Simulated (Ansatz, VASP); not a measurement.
**Ba12Al16Si15O66 (glassy 43SiO2-23Al2O3-34BaO (mol %)) in two plane-wave programs**

Wanted: the spread between two codes on one cell, functional and k mesh. Of the first pair: The structure shown is the start of the Ansatz relaxation below; VASP solves that cell, so the two are compared at the walk's first step.

Main program and level: Ansatz 0.2.0; plane waves, with VASP 6.6.1 beside it; single point at PBE.

### Step 1. Set-up

The cell holds 109 atoms: 15 Si, 16 Al, 12 Ba and 66 O. Its edges and angles: a = 11.621 Å, b = 11.621 Å, c = 11.621 Å, α = 90.0°, β = 90.0°, γ = 90.0°. As first built, before any earlier steps moved the atoms (in the runner's words): 109 atoms (15 Si, 16 Al, 12 Ba, 66 O) placed at random at 3.69 g/cm^3, melted at 4000 K for 10 ps at fixed volume with the Morse and Coulomb pair potential with partial charges (Pedone, Malavasi, Menziani, Cormack and Segre, J. Phys. Chem. B 110, 11780 (2006)). Quenched from 4000 K to 300 K at 50 K/ps and fixed volume, held 10 ps at zero pressure.

### Step 2. Ansatz: relaxation, PBE

Ansatz runs on its default PAW (the set named soft_2) files.

The two programs are compared at the cell with which this relaxation starts, whose forces are those of its first step.

Contents of input.yaml:

```yaml
crystal:
  lattice:
    - [11.62145, 0.0, 0.0]
    - [0.0, 11.62145, 0.0]
    - [0.0, 0.0, 11.62145]
  atoms:
    - { symbol: Si, position: [0.78288, 0.19385, 0.29656] }
    - { symbol: Si, position: [0.80207, 0.79395, 0.03293] }
    - { symbol: Si, position: [0.21759, 0.10452, 0.0902] }
    - { symbol: Si, position: [0.59002, 0.84745, 0.87033] }
    - { symbol: Si, position: [0.57255, 0.0851, 0.20437] }
    - { symbol: Si, position: [0.40856, 0.20743, 0.37557] }
    - { symbol: Si, position: [0.92188, 0.18265, 0.06225] }
    - { symbol: Si, position: [0.35328, 0.64206, 0.76818] }
    - { symbol: Si, position: [0.18366, 0.567, 0.14627] }
    - { symbol: Si, position: [0.33813, 0.74704, 0.28131] }
    - { symbol: Si, position: [0.56179, 0.15097, 0.57276] }
    - { symbol: Si, position: [0.04578, 0.52435, 0.60634] }
    - { symbol: Si, position: [0.32264, 0.34477, 0.15794] }
    - { symbol: Si, position: [0.05054, 0.34399, 0.92476] }
    - { symbol: Si, position: [0.99838, 0.95017, 0.66775] }
    - { symbol: Al, position: [0.02763, 0.27496, 0.6763] }
    - { symbol: Al, position: [0.01251, 0.94706, 0.95351] }
    - { symbol: Al, position: [0.65598, 0.29725, 0.02409] }
    - { symbol: Al, position: [0.56772, 0.63622, 0.66245] }
    - { symbol: Al, position: [0.3215, 0.46711, 0.92698] }
    - { symbol: Al, position: [0.79654, 0.84982, 0.28551] }
    - { symbol: Al, position: [0.16496, 0.08799, 0.81496] }
    - { symbol: Al, position: [0.84672, 0.16157, 0.55353] }
    - { symbol: Al, position: [0.90642, 0.61229, 0.18512] }
    - { symbol: Al, position: [0.427, 0.90764, 0.08113] }
    - { symbol: Al, position: [0.26705, 0.87543, 0.88101] }
    - { symbol: Al, position: [0.23471, 0.20641, 0.56916] }
    - { symbol: Al, position: [0.70732, 0.45076, 0.23486] }
    - { symbol: Al, position: [0.53344, 0.36114, 0.76367] }
    - { symbol: Al, position: [0.59252, 0.66982, 0.37675] }
[... 73 atom lines left out ...]
    - { symbol: O, position: [0.08669, 0.21651, 0.54956] }
    - { symbol: O, position: [0.97411, 0.44775, 0.90712] }
    - { symbol: O, position: [0.28277, 0.21972, 0.12478] }
    - { symbol: O, position: [0.25804, 0.82757, 0.36044] }
    - { symbol: O, position: [0.5094, 0.02587, 0.56546] }
    - { symbol: O, position: [0.18282, 0.37455, 0.90745] }
kpoints:
  mp_grid: { grid: [1, 1, 1] }
hamiltonian:
  xc: pbe
scf:
  occupations: { method: fixed }
output:
  forces: true
relax:
  f_tol: 0.05
  max_steps: 150
  cell: {}
```

Launch:

```bash
$ ansatz run input.yaml --threads 4 --pin off --max-ram 8192MiB --backend cpu --events-out ev --progress --plain --runs-dir out
```

Numbers of over 12 decimals in the logs are rounded to 6 here.

The log of the run:

```text
Engine: ansatz 0.2.0, x86_64-unknown-linux-gnu
Pseudopotentials: kind: paw
Pseudopotential: Si, paw, valence charge 4, recommended cutoff 420 eV (normal), Si.paw.azcp
Pseudopotential: Al, paw, valence charge 3, recommended cutoff 420 eV (normal), Al.paw.azcp
Pseudopotential: Ba, paw, valence charge 10, recommended cutoff 420 eV (normal), Ba.paw.azcp
Pseudopotential: O, paw, valence charge 6, recommended cutoff 420 eV (normal), O.paw.azcp
Functional definition: PBE
  parameter kappa = 0.804
  parameter beta = 0.066725
  exchange = pbe_x(kappa = kappa, mu = beta*pi^2/3)
  correlation = pbe_c(beta = beta)
Crystal: 109 atoms, lattice volume = 1569.571 Å³
Basis set: ecut = 420 eV, 30839 PW (Γ), exchange–correlation on 160×160×160 points (8 copies of the dense FFT grid, shifted against one another)
Bands: 421, of which v1, the nominal top of the filled ones, is band 312 counted from 1 (311 counted from 0)
Symmetry: 1 space group operations
Space group: P1 (ITA 1), of the structure as read, at distance tolerance 1.2e-4 Å
k-points: 1
Non-local potential: Si, projectors of the file, l = 0: 2, l = 1: 2, l = 2: 2
Non-local potential: Al, projectors of the file, l = 0: 2, l = 1: 2, l = 2: 1
Non-local potential: Ba, projectors of the file, l = 0: 3, l = 1: 2, l = 2: 2, l = 3: 2
Non-local potential: O, projectors of the file, l = 0: 2, l = 1: 2, l = 2: 1
PAW form: soft (Blöchl's): semilocal exchange-correlation on the pseudo side does not see the compensation charge
PAW one-centre angular grid: Si, 110 points (default); XC on 64 Gauss nodes
PAW one-centre angular grid: Al, 110 points (default); XC on 64 Gauss nodes
PAW one-centre angular grid: Ba, 194 points (default); XC on 64 Gauss nodes
PAW one-centre angular grid: O, 110 points (default); XC on 64 Gauss nodes
Initial density: superposition of atomic densities (neutral atoms: chi_scale 0, normalization atom), corrected by the library's trained network
Initial wavefunctions: pseudopotential atomic-orbital guess
Functional: x = pbe(κ = 0.804, μ = 0.219515), c = pbe(β = 0.066725)
SCF iter   1: F=—  HF=-127122.052888 eV  |F-HF|=—  |Δ(HF+E_count)|=         —  Δρ=2.13e-3  dr2=9.63e-2  ethr=1.77e-3  ⟨swp⟩=6.0  Hψ=1754  notcnv=0  defer=107
preconditioner: auto → Resta (q_TF=auto, 2.340 Å⁻¹)  ε∞=3.4  [insulator: Δε(μ)=3.176 eV  Ē_g=14.718 eV  n_scr=340 (ndim 8)  ℏωp=23.0 eV  f_vac=0.072  ε∞_Penn≈3.4]
SCF iter   2: F=—  HF=-127122.052210 eV  |F-HF|=—  |Δ(HF+E_count)|=   6.77e-4  Δρ=1.15e-3  dr2=2.22e-2  ethr=1.54e-5  ⟨swp⟩=4.0  Hψ=668  notcnv=0  defer=107
SCF iter   3: F=—  HF=-127122.056142 eV  |F-HF|=—  |Δ(HF+E_count)|=   3.93e-3  Δρ=5.44e-4  dr2=6.81e-3  ethr=3.56e-6  ⟨swp⟩=2.0  Hψ=558  notcnv=0  defer=94
automatic band count: iteration 3 solves 408 bands in place of 421: the levels show a gap, and the empty bands left out lie too high to hold charge; the band table lists the bands solved (type scf.n_extra_bands for more)
SCF iter   4: F=—  HF=-127122.056456 eV  |F-HF|=—  |Δ(HF+E_count)|=   3.14e-4  Δρ=1.73e-4  dr2=5.41e-4  ethr=1.09e-6  ⟨swp⟩=2.0  Hψ=558  notcnv=0  defer=94
SCF iter   5: F=—  HF=-127122.056571 eV  |F-HF|=—  |Δ(HF+E_count)|=   1.16e-4  Δρ=1.09e-4  dr2=1.66e-4  ethr=8.66e-8  ⟨swp⟩=2.0  Hψ=556  notcnv=0  defer=94
SCF iter   6: F=—  HF=-127122.056586 eV  |F-HF|=—  |Δ(HF+E_count)|=   1.46e-5  Δρ=2.56e-5  dr2=1.01e-5  ethr=2.65e-8  ⟨swp⟩=2.0  Hψ=554  notcnv=0  defer=93
SCF iter   7: F=—  HF=-127122.056421 eV  |F-HF|=—  |Δ(HF+E_count)|=   1.65e-4  Δρ=1.69e-5  dr2=3.70e-6  ethr=1.62e-9  ⟨swp⟩=2.0  Hψ=714  notcnv=0  defer=93
SCF iter   8: F=—  HF=-127122.056422 eV  |F-HF|=—  |Δ(HF+E_count)|=   1.17e-6  Δρ=4.41e-6  dr2=2.92e-7  ethr=5.93e-10  ⟨swp⟩=2.0  Hψ=611  notcnv=0  defer=93
SCF iter   9: F=—  HF=-127122.056422 eV  |F-HF|=—  |Δ(HF+E_count)|=   2.71e-7  Δρ=3.10e-6  dr2=1.24e-7  ethr=1.60e-11  ⟨swp⟩=4.0  Hψ=1343  notcnv=0
SCF iter  10: F=-127122.056422 eV  HF=-127122.056422 eV  |F-HF|=4.85e-9  |Δ(HF+E_count)|=   1.70e-9  Δρ=1.10e-6  dr2=1.77e-8  ethr=1.60e-11  ⟨swp⟩=4.0  Hψ=1221  notcnv=0
SCF 1 converged in 10 iterations: F = -127122.056422 eV  dr2 = 1.77e-8
  greatest PAW one-centre occupation: 0.955 electrons in one spin orbital (limit 2), on the Ba atom at site 31 (counted from 0), in its partial waves of l = 0
relax step   1: F+E_penalty+E_count = -127122.05642199 eV  Δ(F+E_penalty+E_count) = +0.000e0 eV  max|allowed force component| = 5.063e0 eV/Å  Δτ_max = 0.0000 Å  P = +5.970 GPa  Ω = 1569.571 Å³  (10 SCF iters, dr2 threshold 1.00e-7 eV, accepted)
Crystal: 109 atoms, lattice volume = 1574.835 Å³
Basis set: ecut = 420 eV, 30859 PW (Γ), exchange–correlation on 160×160×160 points (8 copies of the dense FFT grid, shifted against one another)
Initial density: handed on by an earlier stage of this run
Initial wavefunctions: those handed on with the density
[...]
- { symbol: Si, position: [0.229717, 0.089208, 0.072917] }
    - { symbol: Si, position: [0.610674, 0.828018, 0.883143] }
    - { symbol: Si, position: [0.571973, 0.099800, 0.187372] }
    - { symbol: Si, position: [0.416506, 0.202266, 0.370564] }
    - { symbol: Si, position: [0.910237, 0.200929, 0.055656] }
    - { symbol: Si, position: [0.343919, 0.639969, 0.800660] }
    - { symbol: Si, position: [0.202551, 0.544940, 0.158868] }
    - { symbol: Si, position: [0.347145, 0.735457, 0.294063] }
    - { symbol: Si, position: [0.554106, 0.162407, 0.579594] }
    - { symbol: Si, position: [0.011760, 0.518646, 0.607228] }
    - { symbol: Si, position: [0.332196, 0.325978, 0.158639] }
    - { symbol: Si, position: [0.054447, 0.342057, 0.908860] }
    - { symbol: Si, position: [0.998032, 0.953509, 0.651867] }
    - { symbol: Al, position: [0.00557636, 0.282233, 0.656789] }
    - { symbol: Al, position: [-0.00151553, 0.959302, 0.931163] }
    - { symbol: Al, position: [0.649406, 0.309725, 0.031486] }
    - { symbol: Al, position: [0.563956, 0.637590, 0.678898] }
    - { symbol: Al, position: [0.317818, 0.458988, 0.934289] }
    - { symbol: Al, position: [0.809013, 0.828372, 0.293608] }
    - { symbol: Al, position: [0.154180, 0.109394, 0.800153] }
    - { symbol: Al, position: [0.823736, 0.155111, 0.552649] }
    - { symbol: Al, position: [0.931488, 0.613282, 0.176367] }
    - { symbol: Al, position: [0.441615, 0.901519, 0.080532] }
    - { symbol: Al, position: [0.247661, 0.894911, 0.898984] }
    - { symbol: Al, position: [0.227325, 0.235787, 0.555617] }
    - { symbol: Al, position: [0.728866, 0.458177, 0.224506] }
    - { symbol: Al, position: [0.534672, 0.376673, 0.774404] }
    - { symbol: Al, position: [0.606271, 0.677887, 0.388483] }
    - { symbol: Al, position: [0.246658, 0.378850, 0.735484] }
    - { symbol: Ba, position: [0.767324, 0.118246, 0.826423] }
    - { symbol: Ba, position: [0.055576, 0.671782, 0.840103] }
    - { symbol: Ba, position: [0.041323, 0.048503, 0.363386] }
    - { symbol: Ba, position: [0.320392, 0.925005, 0.570324] }
    - { symbol: Ba, position: [0.036565, 0.750676, 0.441137] }
    - { symbol: Ba, position: [0.752439, 0.460129, 0.526957] }
    - { symbol: Ba, position: [0.306545, 0.560145, 0.506280] }
    - { symbol: Ba, position: [0.508456, 0.609674, 0.096337] }
    - { symbol: Ba, position: [0.737014, 0.870374, 0.574990] }
    - { symbol: Ba, position: [0.018307, 0.365078, 0.297871] }
    - { symbol: Ba, position: [0.430046, 0.128409, 0.841165] }
    - { symbol: Ba, position: [0.784449, 0.516402, 0.880843] }
    - { symbol: O, position: [0.394317, 0.402011, 0.060912] }
    - { symbol: O, position: [0.467345, 0.101757, 0.285140] }
    - { symbol: O, position: [0.853015, 0.179142, 0.406941] }
    - { symbol: O, position: [0.515082, 0.231882, 0.462225] }
    - { symbol: O, position: [0.700715, 0.759203, 0.970870] }
    - { symbol: O, position: [0.891755, 0.702043, 0.290380] }
    - { symbol: O, position: [0.154873, 0.056410, 0.181065] }
    - { symbol: O, position: [0.490970, 0.819229, 0.959039] }
    - { symbol: O, position: [0.656529, 0.554919, 0.315379] }
    - { symbol: O, position: [-0.029208, 0.474741, 0.479763] }
    - { symbol: O, position: [0.792807, 0.255673, 0.00951336] }
    - { symbol: O, position: [0.616765, 0.743916, 0.767855] }
    - { symbol: O, position: [0.077359, 0.411435, 0.675762] }
    - { symbol: O, position: [0.391581, 0.312211, 0.286301] }
    - { symbol: O, position: [0.034250, 1.010250, 0.782306] }
    - { symbol: O, position: [0.870514, 0.481780, 0.194377] }
    - { symbol: O, position: [0.252557, 0.539477, 0.775059] }
    - { symbol: O, position: [0.622083, 0.655110, 0.539507] }
    - { symbol: O, position: [0.419291, 0.578605, 0.899694] }
    - { symbol: O, position: [0.893519, 0.042417, 0.618916] }
    - { symbol: O, position: [0.295028, 0.613233, 0.238646] }
    - { symbol: O, position: [0.387630, 0.368047, 0.812592] }
    - { symbol: O, position: [0.217864, 0.406895, 0.197005] }
    - { symbol: O, position: [0.684197, 0.112478, 0.566183] }
[...]
- { symbol: O, position: [0.927321, 0.079452, 0.991944] }
    - { symbol: O, position: [0.263886, 0.991333, 0.784037] }
    - { symbol: O, position: [0.081185, 0.222221, 0.532984] }
    - { symbol: O, position: [0.981529, 0.456245, 0.902110] }
    - { symbol: O, position: [0.307964, 0.201324, 0.102579] }
    - { symbol: O, position: [0.259415, 0.786715, 0.390391] }
    - { symbol: O, position: [0.473980, 0.060848, 0.617661] }
    - { symbol: O, position: [0.191457, 0.363203, 0.892194] }
```

### Step 3. VASP: single point, PBE, start cell, pair 1

The same cell, functional and mesh now go to VASP, with its own data sets.

Lines of VASP's logs that name or quote its potential files are left out, and so is its time.

Contents of INCAR:

```
SYSTEM = Ba12Al16Si15O66
PREC = Accurate
ENCUT = 520
EDIFF = 1E-06
NELM = 120
ISMEAR = 0
SIGMA = 0.01
LREAL = Auto
ALGO = Normal
GGA = PE
NBANDS = 392
LORBIT = 11
LWAVE = .FALSE.
LCHARG = .FALSE.
ISIF = 2
LASPH = .TRUE.
GGA_COMPAT = .FALSE.
EFERMI = MIDGAP
NCORE = 2
```

Contents of POSCAR:

```
Ba12Al16Si15O66
1.0
   11.6214500000      0.0000000000      0.0000000000
    0.0000000000     11.6214500000      0.0000000000
    0.0000000000      0.0000000000     11.6214500000
Si Al Ba O
15 16 12 66
Direct
    0.7828799332      0.1938484440      0.2965636818
    0.8020685887      0.7939456780      0.0329304863
    0.2175890272      0.1045222412      0.0902038902
    0.5900210387      0.8474501891      0.8703302944
    0.5725533389      0.0851012567      0.2043720878
    0.4085634753      0.2074267841      0.3755727556
    0.9218815208      0.1826536276      0.0622469657
    0.3532777751      0.6420627374      0.7681829720
    0.1836603866      0.5670032569      0.1462726252
    0.3381333655      0.7470410319      0.2813074100
    0.5617887613      0.1509708341      0.5727598535
    0.0457774202      0.5243493712      0.6063443030
    0.3226361599      0.3447676495      0.1579407045
    0.0505358626      0.3439932194      0.9247641215
    0.9983779993      0.9501740316      0.6677480005
    0.0276299429      0.2749570837      0.6763011500
    0.0125113476      0.9470591019      0.9535126856
    0.6559766638      0.2972520641      0.0240933791
    0.5677174535      0.6362200930      0.6624474571
    0.3215003291      0.4671103864      0.9269841543
    0.7965443211      0.8498165031      0.2855065418
    0.1649622035      0.0879924622      0.8149585465
    0.8467187829      0.1615719209      0.5535281742
    0.9064187343      0.6122902048      0.1851231989
    0.4270035151      0.9076406128      0.0811258492
    0.2670492925      0.8754329279      0.8810088242
    0.2347125359      0.2064114203      0.5691630562
    0.7073213756      0.4507613078      0.2348588171
    0.5334360170      0.3611425425      0.7636740682
    0.5925164244      0.6698217520      0.3767516102
[... 73 atom lines left out ...]
    0.0866931407      0.2165134299      0.5495613714
    0.9741125247      0.4477496354      0.9071157214
    0.2827702223      0.2197230122      0.1247778892
    0.2580400897      0.8275731514      0.3604369506
    0.5094028714      0.0258659634      0.5654630016
    0.1828171183      0.3745487869      0.9074513077
```

Contents of KPOINTS:

```
Automatic mesh
0
Gamma
1 1 1
0 0 0
```

The projector-augmented-wave data sets are Si, Al, Ba_sv and O (PBE family, release 64).

Launch:

```bash
$ mpirun -np 8 vasp_gam
```

The log of the run:

```text
[banner, memory and clock lines left out]
running    8 mpi-ranks, on    1 nodes
[...]
LDA part: xc-table for (Slater+PW92), standard interpolation
 POSCAR, INCAR and KPOINTS ok, starting setup
[...]
entering main loop
       N       E                     dE             d eps       ncg     rms          rms(c)
DAV:   1     0.587342519280E+04    0.58734E+04   -0.36303E+05   800   0.156E+03
DAV:   2    -0.369145180780E+03   -0.62426E+04   -0.60066E+04   960   0.370E+02
DAV:   3    -0.903106462211E+03   -0.53396E+03   -0.53015E+03   920   0.115E+02
DAV:   4    -0.920412268807E+03   -0.17306E+02   -0.17249E+02   992   0.195E+01
[...]
DAV:  18    -0.794581266928E+03    0.22491E-05   -0.11802E-05   856   0.623E-03    0.140E-02
DAV:  19    -0.794581266729E+03    0.19903E-06   -0.15113E-05   888   0.763E-03    0.550E-03
DAV:  20    -0.794581267242E+03   -0.51290E-06   -0.44543E-06   824   0.441E-03
   1 F= -.79458127E+03 E0= -.79458127E+03  d E =0.000000E+00
```

From OUTCAR (step 3):

```text
  Total       53.9602514     80.0659248     57.5277863     15.4580172     -7.3329854      2.6318604
  in kB       55.0812253     81.7292198     58.7228724     15.7791431     -7.4853214      2.6865349
  external PRESSURE =      65.1777725 kB  Pullay stress =       0.0000000 kB

 POSITION                                       TOTAL-FORCE (eV/Angst)
 -----------------------------------------------------------------------------------
      9.09820      2.25280      3.44650        -0.212384      1.513251     -2.527626
      9.32120      9.22680      0.38270         0.085447      3.123055      1.190820
      2.52870      1.21470      1.04830         2.493261     -1.089045     -2.996090
      6.85690      9.84860     10.11450        -1.322329      0.519356      0.017303
      6.65390      0.98900      2.37510        -1.567778      2.463843     -2.538240
      4.74810      2.41060      4.36470         0.854167      0.431333     -1.788393
[...]
6.84410      8.85670      8.83850         0.330035     -1.675602     -2.045186
      1.14680      4.75760      7.91700         0.518377      0.446141      0.186622
      4.40820      3.81680      3.32080         1.205482     -0.666591      2.737577
      0.58200     11.54860      9.29830        -2.021060     -0.351733     -0.483769
      9.87350      5.74330      2.75880        -0.062176     -2.704412      1.427032
      3.17850      6.13610      8.99190        -1.864626     -0.687951     -0.123478
      7.26620      7.53870      6.07840        -0.011706      0.305787      0.820173
[...]
-----------------------------------------------------------------------------------
    total drift:                                0.045398      0.019053     -0.004105

  FREE ENERGIE OF THE ION-ELECTRON SYSTEM (eV)
  ---------------------------------------------------
  free  energy   TOTEN  =      -794.5812672423 eV

  energy  without entropy=     -794.5812672423  energy(sigma->0) =     -794.58126724

[... 3 further parts left out ...]
[key lines of the parts left out:]
E-fermi :   4.3003
```

Harder data sets than Ba_sv exist (the GW ones), and pressures, volumes and forces can shift noticeably with them.

### Step 4. Differences

Known differences besides the potentials themselves: fixed occupations in Ansatz, narrow Gaussian smearing in VASP; the cutoff is 420 eV in Ansatz and 520 eV in VASP (PREC = Accurate, projectors in real space). Total energies have different zeros and are not compared.

Forces on 10 of the 109 atoms, those with the largest forces and the largest differences (eV/Å; atoms numbered as in POSCAR):

```
atom         Ansatz x, y, z            VASP x, y, z
Si10  -3.163, -0.163, 2.671   -3.135, -0.192, 2.662
Si15    1.381, 3.671, 1.550     1.396, 3.729, 1.591
Ba36   0.240, -0.527, 0.429    0.426, -0.495, 0.558
 O49  0.040, -0.130, -0.286  -0.159, -0.169, -0.485
 O50  -3.073, -1.113, 3.339   -3.068, -1.102, 3.203
 O69    0.119, 1.044, 1.037     0.083, 0.918, 1.170
 O77  -3.386, -5.063, 0.297   -3.414, -5.142, 0.328
 O80   1.791, 1.479, -4.055    1.783, 1.554, -4.090
 O83  -0.344, -0.377, 4.142   -0.382, -0.399, 4.166
O105  -3.414, 4.310, -0.372   -3.387, 4.222, -0.328
```

The forces differ by 41 meV/Å r.m.s., which is 3.0 % of the r.m.s. force of 1.356 eV/Å (both taken over all components).

### Step 5. Ansatz: relaxation, PBE

This run makes the geometry at which the two programs are then compared. The cell compared in this pair holds 1626.19 Å³, against 1569.57 Å³ for the pair before.

The structure compared here is the end of the Ansatz relaxation.

input.yaml is that of step 2.

Launch:

```bash
$ ansatz run input.yaml --threads 4 --pin off --max-ram 8192MiB --backend cpu --events-out ev --progress --plain --runs-dir out
```

The log of the run:

```text
[...]
Crystal: 109 atoms, lattice volume = 1569.571 Å³
Basis set: ecut = 420 eV, 30839 PW (Γ), exchange–correlation on 160×160×160 points (8 copies of the dense FFT grid, shifted against one another)
Bands: 421, of which v1, the nominal top of the filled ones, is band 312 counted from 1 (311 counted from 0)
Symmetry: 1 space group operations
[...]
k-points: 1
[...]
- { symbol: O, position: [0.467345, 0.101757, 0.285140] }
    - { symbol: O, position: [0.853015, 0.179142, 0.406941] }
    - { symbol: O, position: [0.515082, 0.231882, 0.462225] }
    - { symbol: O, position: [0.700715, 0.759203, 0.970870] }
    - { symbol: O, position: [0.891755, 0.702043, 0.290380] }
    - { symbol: O, position: [0.154873, 0.056410, 0.181065] }
    - { symbol: O, position: [0.490970, 0.819229, 0.959039] }
[...]
- { symbol: O, position: [0.307964, 0.201324, 0.102579] }
    - { symbol: O, position: [0.259415, 0.786715, 0.390391] }
    - { symbol: O, position: [0.473980, 0.060848, 0.617661] }
    - { symbol: O, position: [0.191457, 0.363203, 0.892194] }
```

(Continued in part 2 of 2.)

[Lines on the potential files, build, host, timing and source positions are cut from VASP's logs without a mark.]

[Logs are printed without paths, hosts, clocks, repeated set-up lines and the standing remarks that a program may print on its own settings, such as how far it seeks lower states.]

[Hosts, paths, dates, database ids (printed as entryN), source tags and the programs' standing remarks are cut or masked in the printed files.]
